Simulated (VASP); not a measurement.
These are PBEsol GGA, VASP's PBE PAW potentials (set 64) (plane waves; VASP) values and carry that method's errors.

The input files of a VASP run:

File KPOINTS:
```
Automatic mesh
0
Gamma
15 15 15
0 0 0
```

**POSCAR**
```
W
1
   -1.5800000000     1.5800000000     1.5800000000
    1.5800000000    -1.5800000000     1.5800000000
    1.5800000000     1.5800000000    -1.5800000000
W
1
Direct
  0.0000000000   0.0000000000   0.0000000000
```

INCAR:
```
! general
SYSTEM =W
PREC   =Accurate
ENCUT  =480
LREAL  =.FALSE.
LASPH  =.TRUE.

! electronic loop
EDIFF  =1E-6
NELM   =100
ALGO   =Normal
LMAXMIX=6

! smearing
ISMEAR =1
SIGMA  =0.1

! functional
GGA    =PS

! ions
IBRION =2
NSW    =60
ISIF   =3
EDIFFG =-0.01

! output
LWAVE  =.FALSE.
LCHARG =.FALSE.
```

POTCAR, in this order: W_sv (PBE.64 set). Program: vasp_std.

**Question.** What will the output report for the number of irreducible k-points (NKPTS), largest plane-wave count, number of space-group operations, FFT grid (NGX, NGY, NGZ)?

**Answer.** 
```
Quantity                                       Value
--------------------------------------  ------------
number of irreducible k-points (NKPTS)           120
largest plane-wave count                         394
number of space-group operations                  48
FFT grid (NGX, NGY, NGZ)                20 × 20 × 20
```

The compound is W in the bcc structure. This run relaxes it. Symmetry was kept, so distortions that lower it aren't found.
